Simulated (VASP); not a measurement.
Data:

```xyz
8
Lattice="0.0000 3.8229 3.8229 3.8229 0.0000 3.8229 3.8229 3.8229 0.0000" Properties=species:S:1:pos:R:3 pbc="T T T"
Zn     0.0000     1.9115     1.9115
Zn     1.9115     3.8229     1.9115
Zn     3.8229     1.9115     1.9115
Zn     1.9115     0.0000     1.9115
Zn     1.9115     1.9115     3.8229
Zn     1.9115     1.9115     0.0000
Zn     3.8229     3.8229     3.8229
Tc     0.0000     0.0000     0.0000
```

These are PBEsol GGA, VASP's PBE PAW potentials (set 64) (plane waves; VASP) values and carry that method's errors. Numerical set-up: 300 eV cut-off, 6×6×6 Γ-centred mesh, Fermi-Dirac smearing of 0.10 eV, potentials Zn Tc_pv.

At this cut-off the stress carries a Pulay error, which pulls relaxed volumes low.

Q: Give the stress tensor in GPa (positive for a compressed cell).

A: 
```
-1.85   0.00   0.00
 0.00  -1.85   0.00
 0.00   0.00  -1.85
```
The pressure is its mean diagonal, -1.85 GPa.

The structure comes from a computed database's Zn7Tc entry (Fm-3m); how it stands against other phases isn't given here. The cell was not relaxed at this level. The electron count is odd and the run is not spin-polarised, which forces a metal.
